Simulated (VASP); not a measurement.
Write the native input for VASP 6.6.1 that does the following.

```
Task                   : single point
Functional             : r2SCAN
Potentials or basis    : VASP PAW PBE potentials, release 64 (Mg, Al, F)
Cutoff                 : 520 eV
k mesh                 : 6 × 4 × 4
Occupations            : tetrahedron
Spin                   : no spin polarisation
Dipole correction      : no
Further INCAR settings : ALGO = Normal; EDIFF = 1e-07; NBANDS = 29
```

MgAlF5:

```
CELL_PARAMETERS angstrom
-0.01271 -0.03773 3.53733
3.48961 -3.04583 1.78823
3.51661 3.06280 -1.81431
ATOMIC_POSITIONS crystal
Mg 0.03322 0.99006 0.02676
Al 0.98018 0.49871 0.49903
F 0.97593 0.75750 0.73403
F 0.99088 0.26583 0.25342
F 0.52012 0.48545 0.52665
F 0.72735 0.79036 0.20111
F 0.28074 0.23265 0.81584
```

The cell was built by a generator and needn't be a form met in nature.

These files were run (other wordings do the same):

POSCAR

```
MgAlF5
1.0
   -0.0127120400     -0.0377325300      3.5373303300
    3.4896081100     -3.0458331900      1.7882313900
    3.5166122600      3.0627983400     -1.8143076200
Mg Al F
1 1 5
Direct
    0.0332190000      0.9900650000      0.0267630000
    0.9801830000      0.4987140000      0.4990300000
    0.9759300000      0.7575020000      0.7340260000
    0.9908840000      0.2658340000      0.2534190000
    0.5201250000      0.4854530000      0.5266520000
    0.7273520000      0.7903630000      0.2011070000
    0.2807400000      0.2326490000      0.8158390000
```

INCAR.step1

```
SYSTEM = MgAlF5
PREC = Accurate
ENCUT = 520
ISMEAR = -5
SIGMA = 0.1
LREAL = .False.
LASPH = .True.
NELM = 100
NBANDS = 29
GGA = PE
ALGO = Normal
EDIFF = 1E-4
LWAVE = .True.
LCHARG = .False.
```

INCAR.step2

```
SYSTEM = MgAlF5
PREC = Accurate
ENCUT = 520
EDIFF = 1E-7
ISMEAR = -5
SIGMA = 0.1
LREAL = .False.
LASPH = .True.
NELM = 100
ALGO = Normal
ISIF = 2
LWAVE = .False.
LCHARG = .False.
METAGGA = R2SCAN
LMIXTAU = .True.
NBANDS = 29
ISTART = 1
```

KPOINTS

```
regular mesh
0
Gamma
  6 4 4
  0 0 0
```

Potentials or basis: VASP PAW PBE potentials, release 64 (Mg, Al, F).

The run is started by

```sh
$ cat potpaw_PBE.64/Mg/POTCAR potpaw_PBE.64/Al/POTCAR potpaw_PBE.64/F/POTCAR > POTCAR
$ cp INCAR.step1 INCAR
$ mpirun -np 1 vasp_std > vasp.out
$ cp INCAR.step2 INCAR
$ mpirun -np 1 vasp_std > vasp.out
```

Results of the run:

```json
{
 "Pressure": "9.0 GPa",
 "Largest force": "2.085 eV/Å",
 "Band gap on the k mesh": "7.88 eV, direct"
}
```

Caveat: the PAW data sets were made with another functional, which shifts forces and pressure a little.

Run time: 6.4 min on 1 thread of Intel(R) Xeon(R) Platinum 8488C (Sapphire Rapids), with other jobs on the host, peak memory 0.27 GiB.
